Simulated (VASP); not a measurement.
Data:

```xyz
8
Lattice="4.4282 0.0000 0.0000 -2.2141 3.8349 0.0000 0.0000 0.0000 14.4967" Properties=species:S:1:pos:R:3 pbc="T T T"
Cd     0.0000     0.0000     0.0000
Cd     0.0000     0.0000     7.2483
Cd     2.2141     1.2783    10.8751
Cd     0.0000     2.5566     3.6268
Se     0.0000     0.0000    11.7736
Se     0.0000     0.0000     4.5253
Se     2.2141     1.2783     8.1658
Se     0.0000     2.5566     0.9175
```

Level of theory: LDA (Ceperley-Alder, Perdew-Zunger), VASP's LDA PAW potentials (set 64) (plane waves; VASP 6.6.1). Run with 300 eV cut-off, 8×8×2 Γ-centred mesh, Fermi-Dirac smearing of 0.14 eV, potentials Cd Se.

At this cut-off the stress carries a Pulay error, which pulls relaxed volumes low.

**Question.** Give the stress tensor in GPa (positive for a compressed cell).

**Answer.** 
```
-5.14   0.00   0.00
 0.00  -5.14   0.00
 0.00   0.00  -5.22
```
The pressure is its mean diagonal, -5.16 GPa.

The structure was generated: CdSe was put into an ordered model structure, which need not be its known phase. The cell was not relaxed at this level.
